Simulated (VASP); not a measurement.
**H14SO6: single point with PBE+D3(BJ)**

H14SO6:

```
CELL_PARAMETERS angstrom
6.78242 0.00000 0.00000
0.00000 6.78242 0.00000
0.00000 0.00000 6.78242
ATOMIC_POSITIONS crystal
O 0.92200 0.22805 0.84819
O 0.45835 0.90653 0.37013
O 0.06462 0.07647 0.52804
O 0.81837 0.73836 0.35822
O 0.10080 0.51987 0.62158
O 0.29532 0.04274 0.00905
H 0.01835 0.33618 0.82817
H 0.00731 0.14088 0.93787
H 0.36988 0.92032 0.25855
H 0.36733 0.89434 0.48001
H 0.98628 0.11167 0.64352
H 0.98856 0.96629 0.46430
H 0.68122 0.77940 0.36285
H 0.81236 0.64256 0.25177
H 0.98293 0.59091 0.57123
H 0.09492 0.39635 0.54741
H 0.33358 0.98238 0.88263
H 0.33363 0.18181 0.98932
H 0.36177 0.63045 0.89425
H 0.53019 0.39832 0.80863
S 0.52857 0.52434 0.96171
```

The cell was built by a generator and needn't be a form met in nature.

```
Program             : VASP 6.6.1
Task                : single point
Functional          : PBE
Dispersion          : D3(BJ)
Potentials or basis : VASP PAW PBE potentials, release 64 (O, H, S)
Cutoff              : 520 eV
k mesh              : 1 × 1 × 1
Occupations         : fermi-dirac, width 0.02 eV
Spin                : no spin polarisation
```

```json
{
  "Pressure": "-0.8 GPa",
  "Largest force": "2.440 eV/Å",
  "Band gap on the k mesh": "4.15 eV, direct",
  "Dispersion energy per atom": "-0.028 eV"
}
```

Forces in eV/Å, atoms in the order of the input:
```
O    1.471 -0.801  1.774
O    0.091 -0.284  0.379
O   -0.024 -1.371 -1.342
O    0.791 -0.583 -0.019
O   -0.495  0.159 -0.133
O   -0.034  0.232 -0.787
H   -0.623  0.327 -0.376
H   -1.197  0.677 -0.812
H    0.018  0.335 -0.560
H   -0.113  0.054  0.162
H   -0.390  0.205  0.581
H    0.544  0.873  0.241
H   -0.998  0.722  0.334
H    0.400 -0.083 -0.102
H    0.416 -0.052  0.107
H    0.215 -0.102 -0.145
H   -0.216  0.120  0.424
H    0.111 -0.252  0.415
H    1.090 -0.913  0.300
H    0.020  0.138 -0.210
S   -1.077  0.600 -0.229
```

Stress tensor (GPa, compression positive):
```
-1.34  0.06 -1.46
 0.06 -1.36  0.48
-1.46  0.48  0.27
```

Levels at points of the mesh, in eV from the valence-band top:
```
           k point  band 24  band 25  band 26  band 27  band 28  band 29  band 30  band 31  band 32  band 33
(0.00, 0.00, 0.00)    -0.68    -0.59    -0.50    -0.13     0.00     4.15     5.74     6.63     7.21     7.46
```

Wall time 24 s on 1 thread of Intel(R) Xeon(R) Platinum 8488C (Sapphire Rapids), with other jobs on the host, peak memory 0.32 GiB.

Expect the measured gap to be larger: semilocal functionals such as PBE lack the derivative discontinuity.
